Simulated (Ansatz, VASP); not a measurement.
# Cross-check of SiNi2 between VASP and Ansatz

Wanted: the spread between two codes on one cell, functional and k mesh.

Program: Ansatz 0.2.0. Level of theory: plane waves, with VASP 6.6.1 beside it; relaxation of cell and atoms at LDA. Results are calculated unless marked as measured.

## (1) Starting point

The structure is hexagonal, space group P6_3/mmc (No. 194). Conventional cell: a = 3.836 Å, b = 3.836 Å, c = 4.948 Å, α = 90.00°, β = 90.00°, γ = 120.00°. Nearest to Si lie 11 Ni at 2.21 to 2.54 Å. Nearest to Ni lie 8 Ni at 2.47 to 2.54 Å and 6 Si at 2.54 Å. Ni has 5 Si at 2.21 to 2.47 Å and 6 Ni at 2.54 Å nearest. Farther neighbours are not listed.

## (2) Ansatz: relaxation of cell and atoms, LDA

Ansatz runs on its default PAW (the set named soft_2) files.

The relaxed volume is the usual yardstick between codes: its relative difference is about their pressure difference at one cell divided by the bulk modulus.

input.yaml

```yaml
crystal:
  lattice:
    - [3.83599851, 0.0, 0.0]
    - [-1.91799925, 3.32207216, 0.0]
    - [0.0, 0.0, 4.948]
  atoms:
    - { symbol: Si, position: [0.333333333, 0.666666667, 0.75] }
    - { symbol: Si, position: [0.666666667, 0.333333333, 0.25] }
    - { symbol: Ni, position: [0.0, 0.0, 0.0], spin: 1.0 }
    - { symbol: Ni, position: [0.0, 0.0, 0.5], spin: 1.0 }
    - { symbol: Ni, position: [0.333333333, 0.666666667, 0.25], spin: 1.0 }
    - { symbol: Ni, position: [0.666666667, 0.333333333, 0.75], spin: 1.0 }
hamiltonian:
  xc: lda
  pseudopotentials: { kind: paw }
magnetization:
  spin_polarized: true
kpoints:
  mp_grid: { grid: [10, 10, 7] }
scf:
  occupations: { method: methfessel_paxton, width: 0.1 }
relax:
  f_tol: 0.01
  max_steps: 60
  cell: { stress_tol: 0.05 }
output:
  forces: true
  stress: true
  write_density: true
  write_potential: true
  elf: true
  volumetric_format: npy
```

Started as:

```
$ ansatz run input.yaml --threads 4 --pin off --max-ram 9216MiB --backend cpu --events-out ev --progress --plain --runs-dir out
```

Numbers of over 12 decimals in the logs are rounded to 6 here.

The program printed:

```text
Engine: ansatz 0.2.0, aarch64-unknown-linux-gnu
Pseudopotentials: kind: paw
Pseudopotential: Si, paw, valence charge 4, recommended cutoff 420 eV (normal), Si.paw.azcp
Pseudopotential: Ni, paw, valence charge 18, recommended cutoff 420 eV (normal), Ni.paw.azcp
Functional definition: SPW92
  exchange = slater_x
  correlation = pw_c
Crystal: 6 atoms, lattice volume = 63.055 Å³
Basis set: ecut = 420 eV, 1229 PW (Γ)
Bands: 51, of which v1, the nominal top of the filled ones, is band 40 counted from 1 (39 counted from 0)
Symmetry: 24 space group operations
Space group: P63/mmc (ITA 194), of the structure as read, at distance tolerance 4.0e-5 Å
Magnetic group: BNS 194.263 (UNI 1493), of the structure as read, at distance tolerance 4.0e-5 Å
k-points: 56 of 700
Non-local potential: Si, projectors of the file, l = 0: 2, l = 1: 2, l = 2: 2
Non-local potential: Ni, projectors of the file, l = 0: 3, l = 1: 2, l = 2: 3, l = 3: 1
PAW form: soft (Blöchl's): semilocal exchange-correlation on the pseudo side does not see the compensation charge
PAW frozen core: Si, regenerated for the run's functional, and the local potential with it (the file was generated under x = pbe(κ = 0.804, μ = 0.219515), c = pbe(β = 0.066725))
PAW frozen core: Ni, regenerated for the run's functional, and the local potential with it (the file was generated under x = pbe(κ = 0.804, μ = 0.219515), c = pbe(β = 0.066725))
PAW one-centre angular grid: Si, 110 points (default); XC on 64 Gauss nodes
PAW one-centre angular grid: Ni, 590 points (default); XC on 64 Gauss nodes
Initial density: superposition of atomic densities (chi_scale 0.1, normalization cell)
Starting moments: Σ|m| = 4 μB on 4 of 6 sites
Initial wavefunctions: pseudopotential atomic-orbital guess
Functional: x = slater, c = lda
SCF iter   1: F=—  HF=-24307.630547 eV  |F-HF|=—  |Δ(HF+E_count)|=         —  Δρ=8.37e-2 (↑8.37e-2 ↓3.31e-2)  dr2=3.86e0  dr2_m=8.22e-1  M=2.140 μB ∫|m|=2.713 μB  β_m=0.30  ethr=3.10e-3  ⟨swp⟩=6.4  Hψ=20388  notcnv=0  defer=36
Mixer restart at iter 1: flushing history
preconditioner: auto → Kerker (q_TF=auto, 2.839 Å⁻¹)  [metal: Δε(μ)=0.041 eV  Ē_g=8.318 eV  σ=0.100 eV  W_gap=0.23  n_scr=22 (ndim 8)  ℏωp=32.4 eV  f_vac=0.000  D(μ)=3.13/eV (n_scr^D=22)]
spin=Collinear: Kerker preconditioning applied to the charge; magnetization (m = ρ↑ − ρ↓) channel mixes plain (no charge-response kernel on spin).
SCF iter   2: F=—  HF=-24306.954197 eV  |F-HF|=—  |Δ(HF+E_count)|=   6.76e-1  Δρ=5.73e-2 (↑2.88e-2 ↓5.73e-2)  dr2=7.63e-1  dr2_m=9.46e-1  M=1.719 μB ∫|m|=2.211 μB  β_m=0.33  ethr=3.10e-3  ⟨swp⟩=2.2  Hψ=9390  notcnv=0  defer=453
SCF iter   3: F=—  HF=-24309.774342 eV  |F-HF|=—  |Δ(HF+E_count)|=    2.82e0  Δρ=5.32e-2 (↑2.66e-2 ↓5.32e-2)  dr2=7.12e-1  dr2_m=8.44e-1  M=1.459 μB ∫|m|=1.880 μB  β_m=0.22  ethr=9.54e-4  ⟨swp⟩=2.2  Hψ=8369  notcnv=0  defer=453
SCF iter   4: F=—  HF=-24311.651112 eV  |F-HF|=—  |Δ(HF+E_count)|=    1.88e0  Δρ=4.38e-2 (↑2.60e-2 ↓4.38e-2)  dr2=4.58e-1  dr2_m=6.57e-1  M=1.214 μB ∫|m|=1.574 μB  β_m=0.18  ethr=8.90e-4  ⟨swp⟩=2.5  Hψ=8496  notcnv=0  defer=464
SCF iter   5: F=—  HF=-24312.788589 eV  |F-HF|=—  |Δ(HF+E_count)|=    1.14e0  Δρ=2.92e-2 (↑2.92e-2 ↓2.26e-2)  dr2=1.66e-1  dr2_m=3.37e-1  M=1.033 μB ∫|m|=1.286 μB  β_m=0.46  ethr=5.73e-4  ⟨swp⟩=2.1  Hψ=8674  notcnv=0  defer=467
SCF iter   6: F=—  HF=-24314.182040 eV  |F-HF|=—  |Δ(HF+E_count)|=         —  Δρ=1.81e-2 (↑1.81e-2 ↓1.70e-2)  dr2=3.38e-1  dr2_m=3.49e-2  M=0.016 μB ∫|m|=0.051 μB  β_m=0.51  ethr=2.07e-4  ⟨swp⟩=3.0  Hψ=12011  notcnv=0  defer=466
Mixer restart at iter 6: flushing history
SCF iter   7: F=—  HF=-24314.351859 eV  |F-HF|=—  |Δ(HF+E_count)|=   1.70e-1  Δρ=5.63e-3 (↑5.63e-3 ↓4.04e-3)  dr2=3.82e-3  dr2_m=1.14e-2  M=0.010 μB ∫|m|=0.031 μB  β_m=0.55  ethr=2.07e-4  ⟨swp⟩=2.2  Hψ=10972  notcnv=0  defer=471
SCF iter   8: F=—  HF=-24314.378811 eV  |F-HF|=—  |Δ(HF+E_count)|=   2.70e-2  Δρ=8.83e-3 (↑8.83e-3 ↓8.51e-3)  dr2=1.19e-1  dr2_m=3.21e-3  M=0.009 μB ∫|m|=0.020 μB  β_m=0.55  ethr=4.78e-6  ⟨swp⟩=2.2  Hψ=11188  notcnv=0  defer=470
SCF iter   9: F=—  HF=-24314.379388 eV  |F-HF|=—  |Δ(HF+E_count)|=   5.77e-4  Δρ=2.01e-3 (↑1.59e-3 ↓2.01e-3)  dr2=5.30e-3  dr2_m=6.56e-5  M=0.000 μB ∫|m|=0.001 μB  β_m=0.65  ethr=4.78e-6  ⟨swp⟩=2.8  Hψ=11442  notcnv=0  defer=470
SCF iter  10: F=—  HF=-24314.382004 eV  |F-HF|=—  |Δ(HF+E_count)|=   2.62e-3  Δρ=1.95e-3 (↑1.81e-3 ↓1.95e-3)  dr2=4.36e-3  dr2_m=8.42e-6  M=0.001 μB ∫|m|=0.001 μB  β_m=0.55  ethr=4.78e-6  ⟨swp⟩=2.0  Hψ=10791  notcnv=0  defer=470
SCF iter  11: F=—  HF=-24314.382111 eV  |F-HF|=—  |Δ(HF+E_count)|=   1.07e-4  Δρ=4.92e-4 (↑4.92e-4 ↓4.34e-4)  dr2=1.71e-4  dr2_m=4.52e-5  M=0.001 μB ∫|m|=0.002 μB  β_m=0.78  ethr=4.78e-6  ⟨swp⟩=2.0  Hψ=8743  notcnv=0  defer=470
SCF iter  12: F=—  HF=-24314.382077 eV  |F-HF|=—  |Δ(HF+E_count)|=   3.41e-5  Δρ=1.59e-4 (↑1.26e-4 ↓1.59e-4)  dr2=2.75e-5  dr2_m=4.70e-6  M=0.000 μB ∫|m|=0.001 μB  β_m=0.89  ethr=2.13e-7  ⟨swp⟩=2.1  Hψ=7980  notcnv=0  defer=470
SCF iter  13: F=—  HF=-24314.373804 eV  |F-HF|=—  |Δ(HF+E_count)|=         —  Δρ=2.42e-4 (↑2.39e-4 ↓2.42e-4)  dr2=3.33e-5  dr2_m=3.45e-8  M=0.000 μB ∫|m|=0.000 μB  β_m=0.89  ethr=3.44e-8  ⟨swp⟩=2.2  Hψ=7878  notcnv=0  defer=470
[...]
WARN: the starting moments were not kept: the SCF closed with an absolute magnetisation of 7.2e-6 μB, where they sum to 4 μB in size (4 sites). That is at most 0.1 of that sum. Measured as dr2_m measures the in/out step, that magnetisation stands 4.9e-11 eV from none, at or under the dr2_threshold of 1.0e-7 eV: it is no larger than a step whose dr2_m would equal this threshold. The system may hold no moment; this SCF [...]
SCF 1 converged in 20 iterations: F = -24314.373788 eV  dr2 = 7.01e-10
  greatest PAW one-centre occupation: 1.002 electrons in one spin orbital (limit 2), on the Ni atom at site 5 (counted from 0), in its partial waves of l = 1
relax step   1: F+E_penalty+E_count = -24314.37378793 eV  Δ(F+E_penalty+E_count) = +0.000e0 eV  max|allowed force component| = 5.320e-17 eV/Å  Δτ_max = 0.0000 Å  P = -3.751 GPa  Ω = 63.055 Å³  (20 SCF iters, dr2 threshold 1.00e-7 eV, accepted)
[...]
relax step   2: F+E_penalty+E_count = -24314.38972453 eV  Δ(F+E_penalty+E_count) = -1.594e-2 eV  max|allowed force component| = 1.272e-16 eV/Å  Δτ_max = 0.0000 Å  P = -1.737 GPa  Ω = 62.460 Å³  energy of the carried Pulay correction = +3.972e-4 eV  (9 SCF iters, dr2 threshold 6.00e-7 eV, accepted)
[...]
relax step   3: F+E_penalty+E_count = -24314.39598516 eV  Δ(F+E_penalty+E_count) = -6.261e-3 eV  max|allowed force component| = 6.322e-17 eV/Å  Δτ_max = 0.0000 Å  P = +0.171 GPa  Ω = 61.901 Å³  energy of the carried Pulay correction = +7.653e-4 eV  (9 SCF iters, dr2 threshold 6.00e-7 eV, accepted)
[...]
relax step   4: F+E_penalty+E_count = -24314.39600009 eV  Δ(F+E_penalty+E_count) = -1.493e-5 eV  max|allowed force component| = 1.866e-16 eV/Å  Δτ_max = 0.0000 Å  P = -0.006 GPa  Ω = 61.951 Å³  energy of the carried Pulay correction = +7.322e-4 eV  (6 SCF iters, dr2 threshold 2.52e-7 eV, accepted)
[...]
relax step   5: F+E_penalty+E_count = -24314.39534245 eV  Δ(F+E_penalty+E_count) = +6.576e-4 eV  max|allowed force component| = 7.093e-17 eV/Å  Δτ_max = 0.0000 Å  P = -0.018 GPa  Ω = 61.951 Å³  stress off target by 3.44e-2 GPa  SCF on the basis re-selected at this cell (its energy is not comparable with the rows above)  (8 SCF iters)
basis re-selected at this cell: Δ(F+E_penalty+E_count) = +6.576e-4 eV, ΔP = -0.011 GPa vs the last step (what re-selecting the basis moved, of the pressure what is left beyond the Pulay correction that the steps carried, after the strain that the cell walked since its last selection, with what the two solves' SCF thresholds leave and, on support functions, any second-order correction that the steps lacked; it is no m [...]
SCF converged after 8 iterations
Stability not checked: this state was not tested for a lower state beside it, because cold or Methfessel-Paxton smearing, or corrected tetrahedra, fill the levels in a way that the test cannot read (fill_not_monotonic; see scf.lower_state_search)
Magnetization: -0.0000 μB (40.0000 up, 40.0000 down)
Absolute magnetization: 0.0000 μB (∫|ρ↑−ρ↓|, with the PAW one-centre terms)
Spin contamination: 0.0000 ħ² per cell (⟨S²⟩ above its minimum at these occupations)
Per-site moments (μB) at R_I (Å): [(2.144262236364176e-9, 0.913021), (2.1442626135859918e-9, 0.913021), (-1.5015099980024616e-7, 1.003865), (-1.5015099964044243e-7, 1.003865), (-1.4754766748239414e-8, 0.913021), (-1.4754766986126281e-8, 0.913021)]
Free energy (F): -24314.395342 eV
Harris-Foulkes:  -24314.395342 eV  (|F-HF|=7.28e-12)
Internal energy: -24314.397030 eV  (E = F + TS)
E sigma→0 (E₀):  -24314.395764 eV
Entropy (-TS):   0.001687 eV (0.281 meV/atom)
Fermi energy:    18.011069 eV
--- Per-component energies (eV) ---
  E_band       = -1072.816510
  E_kinetic    = 1239.505555
  E_local      = -15623.480141  (includes V_loc(G=0)·N_el)
  E_nonlocal   = 2612.334576
  E_hartree    = 6683.195249
  E_xc         = -457.999873
  E_vxc        = -545.536840  (∫ρ·V_xc dr)
  E_paw        = -7232.302721  (= ΣΔE_a)
  E_vpaw       = -2122.031911  (= ΣTr[D̂ρ^β])
  E_aug_tail   = 0.001706  (compensation charges beyond the density's cutoff)
  E_ewald      = -11537.556524
  E_core_change = 1.905143  (= ΣΔE_core)
  E_smearing   = 0.001687  (= −TS)
  E_closure    = 0.000000  (closes the sum)
  Σ components = -24314.395342   (vs F -24314.395342, Δ=0.00e0)
--- Forces (eV/Å), atoms counted from 1 ---
  atom   1  Si    -0.00000000    -0.00000000     0.00000000
  atom   2  Si     0.00000000     0.00000000     0.00000000
  atom   3  Ni    -0.00000000    -0.00000000    -0.00000000
  atom   4  Ni     0.00000000     0.00000000     0.00000000
  atom   5  Ni     0.00000000    -0.00000000     0.00000000
  atom   6  Ni    -0.00000000     0.00000000     0.00000000
  max |Σ_I F_I| component: 2.31e-17 eV/Å
--- Stress (GPa, compression-positive) ---
       -0.009503      -0.000000       0.000000
       -0.000000      -0.009503       0.000000
        0.000000       0.000000      -0.034362
  P = ⅓ Tr σ = -0.0178 GPa (-0.178 kbar)
--- Band table (eV; the first three rows and the last of 112) ---
  k-point 0 ↑: bands = [... 36 lower, 17.3716, 17.3716, 18.1945, 20.8422, 20.8422, 20.8705, 21.0278, 21.0278, ... 7 higher]
  k-point 1 ↑: bands = [... 36 lower, 17.3054, 17.3054, 18.4063, 20.8677, 20.9782, 20.9782, 21.0598, 21.0598, ... 7 higher]
  k-point 2 ↑: bands = [... 36 lower, 17.1189, 17.1189, 19.2078, 20.8004, 20.9363, 21.1602, 21.1602, 21.3775, ... 7 higher]
  k-point 55 ↓: bands = [... 36 lower, 16.5948, 16.6017, 16.8985, 17.0750, 17.8294, 17.9217, 22.8525, 23.4341, ... 7 higher]
--- Relaxed structure (4 steps of the walk, 4 accepted, 1 SCFs on fresh bases) ---
  F+E_penalty+E_count = -24314.39534245 eV   max|allowed force component| = 7.093e-17 eV/Å   (the final SCF, on the basis selected at the relaxed cell)
  cell:  # Å, volume = 61.9508 Å³
    - [3.833696, -2.885018308813013e-9, 0.0]
    - [-1.916848, 3.320078, 0.0]
    - [0.0, 0.0, 4.867223]
  atoms:
    - { symbol: Si, position: [0.333333, 0.666667, 0.750000] }
    - { symbol: Si, position: [0.666667, 0.333333, 0.250000] }
    - { symbol: Ni, position: [0, 0, 0.0] }
    - { symbol: Ni, position: [0, 0, 0.500000] }
    - { symbol: Ni, position: [0.333333, 0.666667, 0.250000] }
    - { symbol: Ni, position: [0.666667, 0.333333, 0.750000] }
```

It took 52 s on 4 threads of Arm Neoverse V1, shared host; peak memory 0.6 GiB.

(Part 1 of 2 ends here.)

[Lines on the potential files, build, host, timing and source positions are cut from VASP's logs without a mark.]

[Logs are printed without paths, hosts, clocks, repeated set-up lines and the standing remarks that a program may print on its own settings, such as how far it seeks lower states.]

[Hosts, paths, dates, database ids (printed as entryN), source tags and the programs' standing remarks are cut or masked in the printed files.]
